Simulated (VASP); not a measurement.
The input files of a VASP run:

**INCAR**
```
! general
SYSTEM  = PtSe
PREC    = Accurate
ENCUT   = 400   ! plane-wave cut-off (eV)
LREAL   = F   ! projection in real space or not
LASPH   = T

! electronic loop
EDIFF   = 1E-6   ! SCF stop (eV)
NELM    = 100   ! most electronic steps
ALGO    = Normal
LMAXMIX = 6

! smearing
ISMEAR  = 1   ! Methfessel-Paxton
SIGMA   = 0.1   ! width (eV)

! functional
GGA     = PS

! ions
IBRION  = 2   ! conjugate gradients
NSW     = 60   ! most ionic steps
ISIF    = 3
EDIFFG  = -0.01   ! ionic stop

! output
LWAVE   = F
LCHARG  = F
```

POSCAR:
```
PtSe
1
    0.0000000000     2.6062817248     2.6062817248
    2.6062817248     0.0000000000     2.6062817248
    2.6062817248     2.6062817248    -0.0000000000
Pt Se
1 1
Direct
  0.0000000000   0.0000000000   0.0000000000
  0.5000000000   0.5000000000   0.5000000000
```

KPOINTS:
```
Automatic
0
G
 11 11 11
```

POTCAR, in this order: Pt Se (PBE.64 set). Program: vasp_std.

Task: Translate this PBEsol calculation to Quantum ESPRESSO's pw.x.

Result: One equivalent input (not run):
```
&CONTROL
  calculation = 'vc-relax'
  pseudo_dir = './pseudo'
  outdir = './out'
  tprnfor = .true.
  tstress = .true.
  nstep = 60
  forc_conv_thr = 0.00039
/
&SYSTEM
  ibrav = 0
  nat = 2
  ntyp = 2
  ecutwfc = 86
  occupations = 'smearing'
  smearing = 'methfessel-paxton'
  degauss = 0.00735
  input_dft = 'pbesol'
/
&ELECTRONS
  conv_thr = 7.3e-08
  electron_maxstep = 100
/
&IONS
/
&CELL
/
ATOMIC_SPECIES
  Pt 195.084 Pt.upf
  Se 78.971 Se.upf
CELL_PARAMETERS angstrom
     0.0000000    2.6062817    2.6062817
     2.6062817    0.0000000    2.6062817
     2.6062817    2.6062817   -0.0000000
ATOMIC_POSITIONS crystal
  Pt   0.0000000  0.0000000  0.0000000
  Se   0.5000000  0.5000000  0.5000000
K_POINTS automatic
  11 11 11 0 0 0
```
What does not carry over: the potentials are each code's own (VASP's PAW set, PseudoDojo norm-conserving files in pw.x), so ENCUT and ecutwfc are chosen apart and not converted; conv_thr bounds pw.x's estimated SCF error, while EDIFF bounds the energy change between steps; forc_conv_thr acts on force components and is met together with etot_conv_thr.

The structure was generated: PtSe was put into the rock salt type (Fm-3m), which need not be its known phase. This run relaxes it. Symmetry was kept, so distortions that lower it aren't found. The start is the result of an earlier pass.
